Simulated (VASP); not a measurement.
These are PBE GGA, VASP's PBE PAW potentials (set 64) (plane waves; VASP) values and carry that method's errors.

VASP ran on this input.

### INCAR
```
SYSTEM  =  Zr
PREC  =  Accurate; ENCUT  =  300; LREAL  =  .FALSE.
LASPH  =  .TRUE.
EDIFF  =  1E-6; NELM  =  100; ALGO  =  Normal
LMAXMIX  =  4
ISMEAR  =  -1; SIGMA  =  0.1
GGA  =  PE
ISIF  =  2
LWAVE  =  .FALSE.; LCHARG  =  .FALSE.
DIPOL  =  0.5 0.5 0.511
LDIPOL  =  .TRUE.; IDIPOL  =  3
```

File KPOINTS:
```
Automatic mesh
0
Gamma
8 3 1
0 0 0
```

File POSCAR:
```
Zr
1
    3.1872280000     0.0000000000     0.0000000000
    0.0000000000    10.2549280000     0.0000000000
    0.0000000000     0.0000000000    21.4350000000
Zr
12
Direct
  0.7453700000   0.0000000000   0.4132870000
  0.7453700000   0.5000000000   0.4132870000
  0.7453700000   0.2500000000   0.3265690000
  0.2453700000   0.7500000000   0.3699280000
  0.2453700000   0.0000000000   0.5433590000
  0.2453700000   0.5000000000   0.5433590000
  0.2453700000   0.2500000000   0.4566410000
  0.7453700000   0.7500000000   0.5000000000
  0.7453700000   0.0000000000   0.6734310000
  0.7453700000   0.5000000000   0.6734310000
  0.7453700000   0.2500000000   0.5867130000
  0.2453700000   0.7500000000   0.6300720000
```

POTCAR, in this order: Zr_sv (PBE.64 set). Program: vasp_std.

Output

**OSZICAR**
```
       N       E                     dE             d eps       ncg     rms          rms(c)
DAV:   1     0.989776998862E+03    0.98978E+03   -0.62246E+04  2344   0.101E+03
DAV:   2     0.243412386441E+02   -0.96544E+03   -0.94004E+03  1940   0.349E+02
DAV:   3    -0.865703588469E+02   -0.11091E+03   -0.10809E+03  2776   0.705E+01
DAV:   4    -0.104462928424E+03   -0.17893E+02   -0.17684E+02  2856   0.293E+01
DAV:   5    -0.106798664371E+03   -0.23357E+01   -0.23269E+01  2600   0.837E+00    0.341E+01
DAV:   6    -0.111605690717E+03   -0.48070E+01   -0.16738E+02  2352   0.289E+01    0.207E+01
DAV:   7    -0.108759388069E+03    0.28463E+01   -0.26755E+02  2306   0.274E+01    0.165E+01
DAV:   8    -0.130275944343E+03   -0.21517E+02   -0.19647E+02  2438   0.297E+01    0.219E+01
DAV:   9    -0.962833255531E+02    0.33993E+02   -0.65138E+01  2448   0.145E+01    0.837E+00
DAV:  10    -0.953159996354E+02    0.96733E+00   -0.14980E+01  2464   0.620E+00    0.580E+00
DAV:  11    -0.952438062557E+02    0.72193E-01   -0.12734E+00  2432   0.222E+00    0.530E+00
DAV:  12    -0.952392184370E+02    0.45878E-02   -0.13186E-01  2576   0.744E-01    0.512E+00
DAV:  13    -0.950814551274E+02    0.15776E+00   -0.28403E-01  2352   0.188E+00    0.389E+00
DAV:  14    -0.947800295336E+02    0.30143E+00   -0.89259E-01  2240   0.320E+00    0.222E+00
DAV:  15    -0.946756335674E+02    0.10440E+00   -0.67370E-01  2328   0.219E+00    0.182E+00
DAV:  16    -0.946696913662E+02    0.59422E-02   -0.82824E-02  2384   0.720E-01    0.130E+00
DAV:  17    -0.946720400131E+02   -0.23486E-02   -0.18847E-02  2384   0.427E-01    0.972E-01
DAV:  18    -0.946747449457E+02   -0.27049E-02   -0.42688E-02  2400   0.578E-01    0.402E-01
DAV:  19    -0.946733031824E+02    0.14418E-02   -0.14055E-02  2328   0.379E-01    0.239E-01
DAV:  20    -0.946732786404E+02    0.24542E-04   -0.49264E-03  2408   0.200E-01    0.144E-01
DAV:  21    -0.946733765002E+02   -0.97860E-04   -0.13379E-03  2272   0.124E-01    0.850E-02
DAV:  22    -0.946733925433E+02   -0.16043E-04   -0.13726E-03  2296   0.934E-02    0.591E-02
DAV:  23    -0.946734294062E+02   -0.36863E-04   -0.29985E-04  2336   0.542E-02    0.346E-02
DAV:  24    -0.946734058800E+02    0.23526E-04   -0.83147E-05  2272   0.301E-02    0.249E-02
DAV:  25    -0.946733972196E+02    0.86603E-05   -0.46924E-05  2048   0.176E-02    0.197E-02
DAV:  26    -0.946734167456E+02   -0.19526E-04   -0.59144E-05  1928   0.173E-02    0.968E-03
DAV:  27    -0.946735057222E+02   -0.88977E-04   -0.21311E-05  1792   0.126E-02    0.924E-03
DAV:  28    -0.946735856774E+02   -0.79955E-04   -0.13134E-05  1624   0.112E-02    0.554E-03
DAV:  29    -0.946736475329E+02   -0.61855E-04   -0.12959E-05  1640   0.825E-03    0.435E-03
DAV:  30    -0.946736761304E+02   -0.28597E-04   -0.24617E-06  1296   0.393E-03    0.326E-03
DAV:  31    -0.946736989521E+02   -0.22822E-04   -0.16990E-06  1288   0.329E-03    0.117E-03
DAV:  32    -0.946737046947E+02   -0.57426E-05   -0.67838E-07  1168   0.155E-03    0.609E-04
DAV:  33    -0.946737061268E+02   -0.14321E-05   -0.41882E-07  1112   0.109E-03    0.885E-04
DAV:  34    -0.946737069080E+02   -0.78120E-06   -0.35097E-07  1128   0.898E-04
   1 F= -.94673707E+02 E0= -.94341788E+02  d E =-.663837E+00
```

File OUTCAR:
```
------------------------ aborting loop because EDIFF is reached ----------------------------------------
  FORCE on cell =-STRESS in cart. coord.  units (eV):
  Direction    XX          YY          ZZ          XY          YZ          ZX
  --------------------------------------------------------------------------------------
  Total       -8.3966970     -5.1094388     -8.0027698      0.0000000      0.0000000      0.0000000
  in kB      -19.2021487    -11.6846188    -18.3012887      0.0000000      0.0000000      0.0000000
  external PRESSURE =     -16.3960187 kB  Pullay stress =       0.0000000 kB
  volume of cell :      700.60
      direct lattice vectors                 reciprocal lattice vectors
     3.187228000  0.000000000  0.000000000     0.313752264  0.000000000  0.000000000
     0.000000000 10.254928000  0.000000000     0.000000000  0.097514093  0.000000000
     0.000000000  0.000000000 21.435000000     0.000000000  0.000000000  0.046652671
 POSITION                                       TOTAL-FORCE (eV/Angst)
 -----------------------------------------------------------------------------------
      2.37566      0.00000      8.85881         0.000000     -0.160816     -0.135417
      2.37566      5.12746      8.85881         0.000000      0.160816     -0.135417
      2.37566      2.56373      7.00001         0.000000      0.000000      1.073245
      0.78205      7.69120      7.92941         0.000000      0.000000      0.209085
      0.78205      0.00000     11.64690         0.000000      0.098098      0.407046
      0.78205      5.12746     11.64690         0.000000     -0.098098      0.407046
      0.78205      2.56373      9.78810         0.000000      0.000000     -0.762651
      2.37566      7.69120     10.71750         0.000000      0.000000     -0.316880
      2.37566      0.00000     14.43499         0.000000     -0.076382     -0.685365
      2.37566      5.12746     14.43499         0.000000      0.076382     -0.685365
      2.37566      2.56373     12.57619         0.000000      0.000000      0.469882
      0.78205      7.69120     13.50559         0.000000      0.000000      0.154788
 -----------------------------------------------------------------------------------
    total drift:                               -0.000119      0.000000      0.000317
  FREE ENERGIE OF THE ION-ELECTRON SYSTEM (eV)
  ---------------------------------------------------
  free  energy   TOTEN  =       -94.6737069080 eV

  energy  without entropy=      -94.0098700508  energy(sigma->0) =      -94.34178848
```
(Selected blocks of OUTCAR.)

At this cut-off the stress carries a Pulay error, which pulls relaxed volumes low. The cell holds a wide vacuum, so values per volume refer to the whole cell.

The cell is a sheet with vacuum, built from a generated structure.
